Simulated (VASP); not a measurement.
Calculation: PBE GGA, VASP's PBE PAW potentials (set 64) (plane waves; VASP 6.6.1).

A VASP calculation is set up with these files.

INCAR:
```
! general
SYSTEM   =  Si2Mo
PREC     =  Accurate
ENCUT    =  300
LREAL    =  .False.
LASPH    =  .True.

! electronic loop
EDIFF    =  1E-6
NELM     =  100
ALGO     =  Normal
LMAXMIX  =  4

! smearing
ISMEAR   =  0
SIGMA    =  0.1

! functional
GGA      =  PE

! ions
ISIF     =  2

! output
LWAVE    =  .False.
LCHARG   =  .False.
```

**KPOINTS**
```
Automatic mesh
0
Gamma
3 3 3
0 0 0
```

POSCAR:
```
Si2Mo
1
   -1.6186320000     1.6186320000     3.9483480000
    1.6186320000    -1.6186320000     3.9483480000
    1.6186320000     1.6186320000    -3.9483480000
Si Mo
2 1
Direct
  0.6645700000   0.6645700000   0.0000000000
  0.3354300000   0.3354300000   0.0000000000
  0.0000000000   0.0000000000   0.0000000000
```

POTCAR, in this order: Si Mo_sv (PBE.64 set). Program: vasp_std.

The run wrote:

### OSZICAR
```
       N       E                     dE             d eps       ncg     rms          rms(c)
DAV:   1     0.668761244115E+02    0.66876E+02   -0.83674E+03   196   0.915E+02
DAV:   2    -0.224917180455E+02   -0.89368E+02   -0.88538E+02   236   0.252E+02
DAV:   3    -0.238220545275E+02   -0.13303E+01   -0.13234E+01   236   0.283E+01
DAV:   4    -0.238351642907E+02   -0.13110E-01   -0.13108E-01   222   0.236E+00
DAV:   5    -0.238352336180E+02   -0.69327E-04   -0.69325E-04   243   0.170E-01    0.196E+01
DAV:   6    -0.231956281787E+02    0.63961E+00   -0.86125E+00   187   0.186E+01    0.480E+00
DAV:   7    -0.229990250502E+02    0.19660E+00   -0.18790E+00   187   0.814E+00    0.477E+00
DAV:   8    -0.229529810939E+02    0.46044E-01   -0.24636E-01   208   0.366E+00    0.772E-01
DAV:   9    -0.229484513808E+02    0.45297E-02   -0.14393E-02   201   0.745E-01    0.281E-01
DAV:  10    -0.229483012772E+02    0.15010E-03   -0.11338E-03   229   0.292E-01    0.868E-02
DAV:  11    -0.229482899594E+02    0.11318E-04   -0.19091E-04   201   0.940E-02    0.460E-02
DAV:  12    -0.229482873004E+02    0.26590E-05   -0.59479E-05   215   0.466E-02    0.135E-02
DAV:  13    -0.229482852730E+02    0.20274E-05   -0.75780E-06   199   0.213E-02    0.276E-03
DAV:  14    -0.229482852479E+02    0.25081E-07   -0.26071E-07   111   0.409E-03
   1 F= -.22948285E+02 E0= -.22940681E+02  d E =-.152079E-01
```

### OUTCAR
```
------------------------ aborting loop because EDIFF is reached ----------------------------------------
  FORCE on cell =-STRESS in cart. coord.  units (eV):
  Direction    XX          YY          ZZ          XY          YZ          ZX
  --------------------------------------------------------------------------------------
  Total       -0.3699555     -0.3699555     -0.3509728      0.0000000      0.0000000      0.0000000
  in kB      -14.3247931    -14.3247931    -13.5897797      0.0000000      0.0000000      0.0000000
  external PRESSURE =     -14.0797887 kB  Pullay stress =       0.0000000 kB
  volume of cell :       41.38
      direct lattice vectors                 reciprocal lattice vectors
    -1.618632000  1.618632000  3.948348000     0.000000000  0.308902827  0.126635241
     1.618632000 -1.618632000  3.948348000     0.308902827  0.000000000  0.126635241
     1.618632000  1.618632000 -3.948348000     0.308902827  0.308902827  0.000000000
 POSITION                                       TOTAL-FORCE (eV/Angst)
 -----------------------------------------------------------------------------------
      0.00000      0.00000      5.24791        -0.000000     -0.000000      0.138524
      0.00000      0.00000      2.64879         0.000000      0.000000     -0.138524
      0.00000      0.00000      0.00000         0.000000      0.000000      0.000000
 -----------------------------------------------------------------------------------
    total drift:                                0.000000     -0.000000      0.000000
  FREE ENERGIE OF THE ION-ELECTRON SYSTEM (eV)
  ---------------------------------------------------
  free  energy   TOTEN  =       -22.9482852479 eV

  energy  without entropy=      -22.9330773808  energy(sigma->0) =      -22.94068131
```
(Selected blocks of OUTCAR.)

At this cut-off the stress carries a Pulay error, which pulls relaxed volumes low.

The structure comes from a computed database's Si2Mo entry; how it stands against other phases isn't given here. The cell was not relaxed at this level. The k-mesh is coarse (spacing up to 0.91 per Å, 2π included), so the numbers may not be converged in it. The run is one of a series of settings (KPOINTS 3×3×3 Γ-centred mesh against the base run), some of them coarse on purpose.
